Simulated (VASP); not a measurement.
# NbCuP2 (P4/mmm) in VASP: single point with PBE

Aim: the single point of NbCuP2 with PBE.

Program: VASP 6.6.1. These are calculated values, not measurements. Logs are shortened: lines on timing, memory, paths and dates and some standing lists are left out, and cuts for length are marked.

### 1 The cell of the first run

Symmetry: P4/mmm, No. 123, tetragonal system. The conventional cell has a = 3.479 Å, b = 3.479 Å, c = 5.384 Å, α = 90.00°, β = 90.00°, γ = 90.00°. Nb (site symmetry 4/mmm) is surrounded by 4 P at 2.46 Å and 2 Cu at 2.69 Å. Cu (site symmetry 4/mmm) has 4 P at 2.46 Å and 2 Nb at 2.69 Å as nearest neighbours. P (site symmetry 4/mmm) has 4 Cu at 2.46 Å and 2 P at 2.69 Å as nearest neighbours. Around P (site symmetry 4/mmm) lie 4 Nb at 2.46 Å and 2 P at 2.69 Å.

The cell was built by a generator and needn't be a form met in nature.

### 2 Single point, PBE, collinear spin, typed start (random cell by space group and Wyckoff sites (P4/mmm, No. 123))

File INCAR:

```
PREC = Accurate ; ENCUT = 520
EDIFF = 1E-6 ; ISMEAR = 0
SIGMA = 0.1 ; LREAL = False
LASPH = True ; NELM = 150
ALGO = Fast ; ISIF = 2
LWAVE = False ; LCHARG = False
ISPIN = 2 ; MAGMOM = 1 0 0 0
LORBIT = 11 ; LMAXMIX = 4
GGA = PE ; NBANDS = 29
```

File KPOINTS:

```
regular mesh
0
Gamma
  6 6 4
```

File POSCAR:

```
NbCuP2
1.0
    3.4786595143      0.0000000000      0.0000000000
    0.0000000000      3.4786595143      0.0000000000
    0.0000000000      0.0000000000      5.3842167634
Nb Cu P
1 1 2
Direct
    0.0000000000      0.0000000000      0.5000000000
    0.0000000000      0.0000000000      0.0000000000
    0.5000000000      0.5000000000      0.0000000000
    0.5000000000      0.5000000000      0.5000000000
```

Potentials or basis: VASP PAW PBE potentials, release 64 (Nb_sv, Cu, P).

On the command line:

```sh
$ cat potpaw_PBE.64/Nb_sv/POTCAR potpaw_PBE.64/Cu/POTCAR potpaw_PBE.64/P/POTCAR > POTCAR
$ mpirun -np 1 vasp_std > vasp.out
```

OUTCAR:

```text
PREC = Accurate
   ENCUT = 520
   EDIFF = 1E-6
   ISMEAR = 0
   LREAL = False
   LASPH = True
   NELM = 150
   ISIF = 2
   ISPIN = 2
   LORBIT = 11
   GGA = PE

 ion  position               nearest neighbor table
   1  0.000  0.000  0.500-   4 2.46   4 2.46   4 2.46   4 2.46   2 2.69   2 2.69
   2  0.000  0.000  0.000-   3 2.46   3 2.46   3 2.46   3 2.46   1 2.69   1 2.69
   3  0.500  0.500  0.000-   2 2.46   2 2.46   2 2.46   2 2.46   4 2.69   4 2.69
   4  0.500  0.500  0.500-   1 2.46   1 2.46   1 2.46   1 2.46   3 2.69   3 2.69

  LATTYP: Found a simple tetragonal cell.
 ALAT       =     3.4786595143
 C/A-ratio  =     1.5477849273

  Lattice vectors:

 A1 = (   3.4786595143,   0.0000000000,   0.0000000000)
 A2 = (   0.0000000000,   3.4786595143,   0.0000000000)
 A3 = (   0.0000000000,   0.0000000000,   5.3842167634)

Analysis of symmetry for initial positions (statically):
=====================================================================
 Subroutine PRICEL returns:
 Original cell was already a primitive cell.

 Routine SETGRP: Setting up the symmetry group for a
 simple tetragonal supercell.

 Subroutine GETGRP returns: Found 16 space group operations
 (whereof 16 operations were pure point group operations)
 out of a pool of 16 trial point group operations.

The static configuration has the point symmetry D_4h.

Analysis of symmetry for dynamics (positions and initial velocities):
=====================================================================
 Subroutine PRICEL returns:
 Original cell was already a primitive cell.

 Routine SETGRP: Setting up the symmetry group for a
 simple tetragonal supercell.

 Subroutine GETGRP returns: Found 16 space group operations
 (whereof 16 operations were pure point group operations)
 out of a pool of 16 trial point group operations.

The dynamic configuration has the point symmetry D_4h.

Analysis of structural, dynamic, and magnetic symmetry:
=====================================================================
 Subroutine PRICEL returns:
 Original cell was already a primitive cell.

 Routine SETGRP: Setting up the symmetry group for a
 simple tetragonal supercell.

 Subroutine GETGRP returns: Found 16 space group operations
 (whereof 16 operations were pure point group operations)
 out of a pool of 16 trial point group operations.

The overall configuration has the point symmetry D_4h.

 Subroutine INISYM returns: Found 16 space group operations
 (whereof 16 operations are pure point group operations),
 and found     1 'primitive' translations

----------------------------------------------------------------------------------------

                                     Primitive cell

  volume of cell :      65.1548

  direct lattice vectors                    reciprocal lattice vectors
     3.478659514  0.000000000  0.000000000     0.287467053  0.000000000  0.000000000
     0.000000000  3.478659514  0.000000000     0.000000000  0.287467053  0.000000000
     0.000000000  0.000000000  5.384216763     0.000000000  0.000000000  0.185728035

  length of vectors
     3.478659514  3.478659514  5.384216763     0.287467053  0.287467053  0.185728035

  position of ions in fractional coordinates (direct lattice)
     0.000000000  0.000000000  0.500000000
     0.000000000  0.000000000  0.000000000
     0.500000000  0.500000000  0.000000000
     0.500000000  0.500000000  0.500000000

  ion indices of the primitive-cell ions
   primitive index   ion index
                 1           1
                 2           2
                 3           3
                 4           4

----------------------------------------------------------------------------------------

 KPOINTS: regular mesh

Automatic generation of k-mesh.
 Grid dimensions read from file:
 generate k-points for:    6    6    4

 Generating k-lattice:

  Cartesian coordinates                     Fractional coordinates (reciprocal lattice)
     0.047911176  0.000000000  0.000000000     0.166666667  0.000000000  0.000000000
     0.000000000  0.047911176  0.000000000     0.000000000  0.166666667  0.000000000
     0.000000000  0.000000000  0.046432009     0.000000000  0.000000000  0.250000000

  Length of vectors
     0.047911176  0.047911176  0.046432009

  Shift w.r.t. Gamma in fractional coordinates (k-lattice)
     0.000000000  0.000000000  0.000000000

 Subroutine IBZKPT returns following result:
 ===========================================

 Found     30 irreducible k-points:

 Following reciprocal coordinates:
            Coordinates               Weight
  0.000000  0.000000  0.000000      1.000000
  0.166667  0.000000  0.000000      4.000000
  0.333333  0.000000  0.000000      4.000000
  0.500000  0.000000  0.000000      2.000000
  0.166667  0.166667  0.000000      4.000000
  0.333333  0.166667  0.000000      8.000000
[... 16 lines left out ...]
  0.333333  0.000000  0.500000      4.000000
  0.500000  0.000000  0.500000      2.000000
 [... further k-points ...]
   k-points           NKPTS =     30   k-points in BZ     NKDIM =     30   number of bands    NBANDS=     29
   number of dos      NEDOS =    301   number of ions     NIONS =      4
   total plane-waves  NPLWV =  31360
   dimension x,y,z NGX =    28 NGY =   28 NGZ =   40
   dimension x,y,z NGXF=    56 NGYF=   56 NGZF=   80
   ions per type =               1   1   2
   NGX,Y,Z   is equivalent  to a cutoff of  13.38, 13.38, 12.35 a.u.
   NGXF,Y,Z  is equivalent  to a cutoff of  26.76, 26.76, 24.70 a.u.
 SYSTEM =  unknown system
   PREC   = accura    normal or accurate (medium, high low for compatibility)
   ISTART =      0    job   : 0-new  1-cont  2-samecut
   ICHARG =      2    charge: 1-file 2-atom 10-const
   ISPIN  =      2    spin polarized calculation?
   LNONCOLLINEAR =      F non collinear calculations
   LSORBIT =      F    spin-orbit coupling
   LASPH  =      T    aspherical Exc in radial PAW
   ENCUT  =  520.0 eV  38.22 Ry    6.18 a.u.   6.47  6.47 10.01*2*pi/ulx,y,z
   NELM   =    150;   NELMIN=  2; NELMDL= -5     # of ELM steps
   EDIFF  = 0.1E-05   stopping-criterion for ELM
   LREAL  =      F    real-space projection
   EDIFFG = 0.1E-04   stopping-criterion for IOM
   NSW    =      0    number of steps for IOM
   IBRION =     -1    ionic relax: 0-MD 1-quasi-New 2-CG
   NFREE  =      0    steps in history (QN), initial steepest desc. (CG)
   ISIF   =      2    stress and relaxation
   ISYM   =      2    0-nonsym 1-usesym 2-fastsym
   POTIM  = 0.5000    time-step for ionic-motion
   TEBEG  =    0.0;   TEEND  =   0.0 temperature during run
   PSTRESS=    0.0 pullay stress
   NELECT =      34.0000    total number of electrons
   NUPDOWN=      -1.0000    fix difference up-down
   EMIN   =  10.00;   EMAX   =-10.00  energy-range for DOS
   EFERMI =   0.00;   METHOD = LEGACY
   ISMEAR =     0;   SIGMA  =   0.10  broadening in eV -4-tet -1-fermi 0-gaus
   EFERMI_NEDOS =   21; number of points for ismear=-14 and -15
   IALGO  =     68    algorithm
   IMIX   =      4    mixing-type and parameters
     AMIX     =   0.40;   BMIX     =  1.00
     AMIX_MAG =   1.60;   BMIX_MAG =  1.00
  volume/ion in A,a.u.               =      16.29       109.92
  Fermi-wavevector in a.u.,A,eV,Ry     =   1.318011  2.490679 23.635399  1.737153
  Thomas-Fermi vector in A             =   2.448011
   LORBIT       =     11    0 simple, 1 ext, 2 COOP (PROOUT), +10 PAW based schemes
   GGA     = PE    functional components
   LHFCALC =     F    Hartree Fock is set to
   AEXX    =    0.0000 exact exchange contribution
   IVDW    =     0    specifies the selected vdW correction
   LEPSILON=     F    determine dielectric tensor
   LRPA    =     F    only Hartree local field effects (RPA)
 spin polarized calculation
 RMM-DIIS sequential band-by-band and
 Gauss-broadening in eV      SIGMA  =   0.10
  energy-cutoff  :      520.00
  volume of cell :       65.15
 maximum number of plane-waves:      1781
 NGX is ok and might be reduce to    28
   NGX = 13   NGY = 13   NGZ = 21

 number of electron      34.0000007 magnetization      -0.0001783

 number of electron      34.0000007 magnetization       0.0000550

 Free energy of the ion-electron system (eV)
  ---------------------------------------------------
  ext. energy  EPLUGINS =         0.00000000
  ---------------------------------------------------
  free energy    TOTEN  =       -24.01262799 eV

  energy without entropy =      -23.99300632  energy(sigma->0) =      -24.00281716

 E-fermi :   8.5851     XC(G=0): -11.4033

 val. band max:        8.5626588327   @ k =   0.3333   0.3333   0.2500
 cond. band min:       8.5883169281   @ k =   0.3333   0.1667   0.2500
 fundamental gap:      0.0256580954
 Fermi energy:         8.5851188288

 spin component 1

 k-point     1 :       0.0000    0.0000    0.0000
  band No.  band energies     occupation
      1     -46.8501      1.00000
      2     -22.9480      1.00000
      3     -22.9480      1.00000
      4     -22.8390      1.00000
      5      -4.5570      1.00000
      6      -1.6130      1.00000
[... 757 lines left out ...]
     28      16.9652      0.00000
     29      18.1220      0.00000

 [... further k-points ...]

 spin component 2

 k-point     1 :       0.0000    0.0000    0.0000
  band No.  band energies     occupation
      1     -46.8500      1.00000
      2     -22.9479      1.00000
      3     -22.9479      1.00000
      4     -22.8389      1.00000
      5      -4.5571      1.00000
      6      -1.6130      1.00000
[... 757 lines left out ...]
     28      16.9661      0.00000
     29      18.1257      0.00000

 [... further k-points ...]

------------------------ aborting loop because EDIFF is reached ----------------------------------------

  FORCE on cell =-STRESS in cart. coord.  units (eV):
  Direction    XX          YY          ZZ          XY          YZ          ZX
  --------------------------------------------------------------------------------------
  -------------------------------------------------------------------------------------
  Total       -0.1359668     -0.1359668     -0.0524637      0.0000000      0.0000000      0.0000000
  in kB       -3.3434678     -3.3434678     -1.2900995      0.0000000      0.0000000      0.0000000
  external PRESSURE =      -2.6590117 kB  Pullay stress =       0.0000000 kB

 VOLUME and BASIS-vectors are now :
 -----------------------------------------------------------------------------
  energy-cutoff  :      520.00
  volume of cell :       65.15
      direct lattice vectors                 reciprocal lattice vectors
     3.478659514  0.000000000  0.000000000     0.287467053  0.000000000  0.000000000
     0.000000000  3.478659514  0.000000000     0.000000000  0.287467053  0.000000000
     0.000000000  0.000000000  5.384216763     0.000000000  0.000000000  0.185728035

 POSITION                                       TOTAL-FORCE (eV/Angst)
 -----------------------------------------------------------------------------------
      0.00000      0.00000      2.69211         0.000000      0.000000      0.000000
      0.00000      0.00000      0.00000         0.000000      0.000000      0.000000
      1.73933      1.73933      0.00000         0.000000      0.000000      0.000000
      1.73933      1.73933      2.69211         0.000000      0.000000      0.000000
 -----------------------------------------------------------------------------------
    total drift:                               -0.000000     -0.000000      0.000000

  FREE ENERGIE OF THE ION-ELECTRON SYSTEM (eV)
  ---------------------------------------------------
  free  energy   TOTEN  =       -24.0126279913 eV

  energy  without entropy=      -23.9930063214  energy(sigma->0) =      -24.00281716

 total charge

# of ion       s       p       d       tot
------------------------------------------
    1        2.161   6.003   2.494  10.659
    2        0.474   0.367   9.141   9.983
    3        1.123   1.229   0.000   2.352
    4        1.054   1.494   0.000   2.548
--------------------------------------------------
tot          4.812   9.094  11.635  25.541

 magnetization (x)

# of ion       s       p       d       tot
------------------------------------------
    1        0.000  -0.000   0.000   0.000
    2       -0.000   0.000   0.000   0.000
    3       -0.000  -0.000   0.000  -0.000
    4       -0.000  -0.000   0.000  -0.000
--------------------------------------------------
tot          0.000  -0.000   0.000   0.000
```

Run time: 3.1 min. Hardware: 1 thread of Intel Xeon Platinum 8259CL at 2.50GHz (Skylake/Cascade Lake), shared host; peak memory 0.25 GiB.

Results:

* Free energy: -24.0126 eV
* Pressure: -0.3 GPa
* Band gap on the k mesh: none (metal or under the smearing width)
* Net moment: 0.00 μB per cell
* Valence electrons inside the program's atomic spheres: Nb 10.66; Cu 9.98; P 2.35, 2.55

Stress tensor (GPa, compression positive):
```
-0.33  0.00  0.00
 0.00 -0.33  0.00
 0.00  0.00 -0.13
```

Levels at points of the mesh, in eV from the Fermi level:
Spin up:
```
           k point  band 14  band 15  band 16  band 17  band 18  band 19  band 20  band 21
(0.00, 0.00, 0.00)    -1.59    -1.59    -0.46     0.37     0.55     0.55     0.62     0.62
(0.50, 0.00, 0.00)    -2.72    -2.62     0.70     1.08     1.26     1.62     2.18     2.85
(0.50, 0.50, 0.00)    -2.20    -2.05    -2.05    -1.80    -0.83    -0.83     1.95     2.18
(0.00, 0.00, 0.50)    -1.35    -1.35    -1.20    -0.63    -0.63    -0.47     1.38     1.38
(0.50, 0.00, 0.50)    -2.68    -2.55    -1.16    -0.04     0.65     1.79     1.93     2.41
(0.50, 0.50, 0.50)    -2.63    -2.57    -0.62    -0.59    -0.46     0.05     0.05     0.10
```
Spin down:
| k point | band 14 | band 15 | band 16 | band 17 | band 18 | band 19 | band 20 | band 21 |
| --- | --- | --- | --- | --- | --- | --- | --- | --- |
| (0.00, 0.00, 0.00) | -1.59 | -1.59 | -0.46 | 0.37 | 0.55 | 0.55 | 0.62 | 0.62 |
| (0.50, 0.00, 0.00) | -2.72 | -2.62 | 0.70 | 1.08 | 1.26 | 1.62 | 2.18 | 2.85 |
| (0.50, 0.50, 0.00) | -2.20 | -2.05 | -2.05 | -1.80 | -0.83 | -0.83 | 1.95 | 2.18 |
| (0.00, 0.00, 0.50) | -1.35 | -1.35 | -1.20 | -0.63 | -0.63 | -0.47 | 1.38 | 1.38 |
| (0.50, 0.00, 0.50) | -2.68 | -2.55 | -1.16 | -0.04 | 0.65 | 1.79 | 1.93 | 2.41 |
| (0.50, 0.50, 0.50) | -2.63 | -2.57 | -0.62 | -0.59 | -0.46 | 0.05 | 0.05 | 0.10 |
